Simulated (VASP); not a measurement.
These are LDA (Ceperley-Alder, Perdew-Zunger), VASP's LDA PAW potentials (set 64) (plane waves; VASP) values and carry that method's errors.

A VASP calculation is set up with these files.

### POSCAR
```
CoPtO2
1
    1.4122700000     0.8153740000     5.9393900000
   -1.4122700000     0.8153740000     5.9393900000
    0.0000000000    -1.6307490000     5.9393900000
Co Pt O
1 1 2
Direct
  0.4793070000   0.5160010000   0.5021390000
  0.0094890000  -0.0047150000  -0.0087020000
  0.8987140000   0.8781250000   0.8871020000
  0.1124900000   0.1105890000   0.1194610000
```

### INCAR
```
# general
SYSTEM  = CoPtO2
PREC    = Accurate
ENCUT   = 400
LREAL   = .FALSE.   # projection in real space or not
LASPH   = .TRUE.   # aspherical one-centre terms

# electronic loop
EDIFF   = 1E-6
NELM    = 100
ALGO    = Normal
LMAXMIX = 6   # l cut-off of mixed one-centre charges

# smearing
ISMEAR  = -1   # Fermi-Dirac
SIGMA   = 0.05

# ions
ISIF    = 2   # forces and stress, cell fixed

# output
LWAVE   = .FALSE.
LCHARG  = .FALSE.
```

File KPOINTS:
```
K-points
0
gamma
 7 7 7
0 0 0
```

POTCAR, in this order: Co Pt O (LDA.64 set). Program: vasp_std.

Output

### OSZICAR
```
       N       E                     dE             d eps       ncg     rms          rms(c)
DAV:   1     0.225190447306E+03    0.22519E+03   -0.13458E+04  6640   0.148E+03
DAV:   2    -0.123281585729E+02   -0.23752E+03   -0.22191E+03  7058   0.369E+02
DAV:   3    -0.350917353172E+02   -0.22764E+02   -0.21657E+02  7557   0.129E+02
DAV:   4    -0.357337384272E+02   -0.64200E+00   -0.63743E+00  7283   0.217E+01
DAV:   5    -0.357511781488E+02   -0.17440E-01   -0.17435E-01  8175   0.353E+00    0.288E+01
DAV:   6    -0.370646539536E+02   -0.13135E+01   -0.42485E+01  7920   0.121E+02    0.357E+01
DAV:   7    -0.319779030611E+02    0.50868E+01   -0.26847E+01  7513   0.161E+02    0.190E+01
DAV:   8    -0.307907727342E+02    0.11871E+01   -0.87359E+00  9352   0.326E+01    0.561E+00
DAV:   9    -0.307214466264E+02    0.69326E-01   -0.39086E-01  7595   0.700E+00    0.210E+00
DAV:  10    -0.307078301974E+02    0.13616E-01   -0.40082E-02  9438   0.281E+00    0.865E-01
DAV:  11    -0.307050954815E+02    0.27347E-02   -0.67305E-03  8745   0.112E+00    0.494E-01
DAV:  12    -0.307043798161E+02    0.71567E-03   -0.19388E-03  8105   0.517E-01    0.272E-01
DAV:  13    -0.307042367813E+02    0.14303E-03   -0.64342E-04  8784   0.370E-01    0.113E-01
DAV:  14    -0.307042016920E+02    0.35089E-04   -0.73975E-05  9712   0.121E-01    0.505E-02
DAV:  15    -0.307041975511E+02    0.41409E-05   -0.31875E-05  8408   0.648E-02    0.143E-02
DAV:  16    -0.307041965877E+02    0.96332E-06   -0.31738E-06  4881   0.305E-02
   1 F= -.30704197E+02 E0= -.30696431E+02  d E =-.155320E-01
```

**OUTCAR**
```
------------------------ aborting loop because EDIFF is reached ----------------------------------------
  FORCE on cell =-STRESS in cart. coord.  units (eV):
  Direction    XX          YY          ZZ          XY          YZ          ZX
  --------------------------------------------------------------------------------------
  Total       -3.2250638     -3.4962600     -3.6714436      0.0972430     -0.2016036     -0.1459299
  in kB     -125.9160326   -136.5043349   -143.3440198      3.7966532     -7.8712028     -5.6975358
  external PRESSURE =    -135.2547958 kB  Pullay stress =       0.0000000 kB
  volume of cell :       41.04
      direct lattice vectors                 reciprocal lattice vectors
     1.412270000  0.815374000  5.939390000     0.354039950  0.204405093  0.056122498
    -1.412270000  0.815374000  5.939390000    -0.354039950  0.204405093  0.056122498
     0.000000000 -1.630749000  5.939390000     0.000000000 -0.408810187  0.056122463
 POSITION                                       TOTAL-FORCE (eV/Angst)
 -----------------------------------------------------------------------------------
     -0.05182     -0.00731      8.89392         1.834437      0.020406      0.715931
     -1.39221     -0.79729     11.85545         0.104820     -0.155092      0.860040
      0.02908      0.00215     15.82218        -1.076913     -0.088732     -0.522860
      0.00268     -0.01292      2.03448        -0.862344      0.223418     -1.053112
 -----------------------------------------------------------------------------------
    total drift:                               -0.000211     -0.000020      0.001098
  FREE ENERGIE OF THE ION-ELECTRON SYSTEM (eV)
  ---------------------------------------------------
  free  energy   TOTEN  =       -30.7041965877 eV

  energy  without entropy=      -30.6886645600  energy(sigma->0) =      -30.69643057
```
(Selected blocks of OUTCAR.)

File OUTCAR:
```
 val. band max:        8.6179053318   @ k =   0.1429  -0.2857   0.1429

 cond. band min:       8.6408781656   @ k =   0.4286  -0.0000   0.0000


 Fermi energy:         8.6330335118

 k-point     1 :       0.0000    0.0000    0.0000
  band No.  band energies     occupation
      1     -12.8550      2.00000
      2     -10.8272      2.00000
      3      -1.1898      2.00000
      4       1.3074      2.00000
      5       1.8345      2.00000
      6       1.8846      2.00000
      7       3.9318      2.00000
      8       5.0718      2.00000
      9       5.1610      2.00000
     10       5.2164      2.00000
     11       5.2266      2.00000
     12       6.6678      2.00000
     13       6.7650      2.00000
     14       6.9272      2.00000
     15       7.0070      2.00000
     16       7.1788      2.00000
     17      10.3818      0.00000
     18      10.4541      0.00000
     19      11.1347      0.00000

 k-point     2 :       0.1429    0.0000    0.0000
  band No.  band energies     occupation
      1     -12.6153      2.00000
      2     -10.8117      2.00000
      3      -0.8921      2.00000
      4       1.3105      2.00000
      5       1.8428      2.00000
      6       1.9938      2.00000
      7       4.0015      2.00000
      8       4.3925      2.00000
      9       4.6458      2.00000
     10       4.9813      2.00000
     11       5.7196      2.00000
     12       6.2036      2.00000
     13       6.6571      2.00000
     14       7.0052      2.00000
     15       7.2979      2.00000
     16       7.4528      2.00000
     17      10.0255      0.00000
     18      10.1891      0.00000
     19      11.4057      0.00000

 k-point     3 :       0.0000    0.1429    0.0000
  band No.  band energies     occupation
      1     -12.6153      2.00000
      2     -10.8113      2.00000
      3      -0.8890      2.00000
      4       1.3059      2.00000
      5       1.8473      2.00000
      6       1.9827      2.00000
      7       4.0480      2.00000
...
```

At this cut-off the stress carries a Pulay error, which pulls relaxed volumes low. Unless said otherwise, spin-orbit coupling is left out, though it shifts the bands of the heavy elements here.

The structure comes from a computed database's CoPtO2 entry; how it stands against other phases isn't given here. The cell was not relaxed at this level, atoms are displaced from their ideal sites. The k-mesh is coarse (spacing up to 0.37 per Å, 2π included), so the numbers may not be converged in it. The run is one of a series of settings (GGA removed, POTCAR Co Pt O (LDA.64 set) against the base run), some of them coarse on purpose. The run is not spin-polarised, so no magnetic state was tried. The electron count is odd and the run is not spin-polarised, which forces a metal.
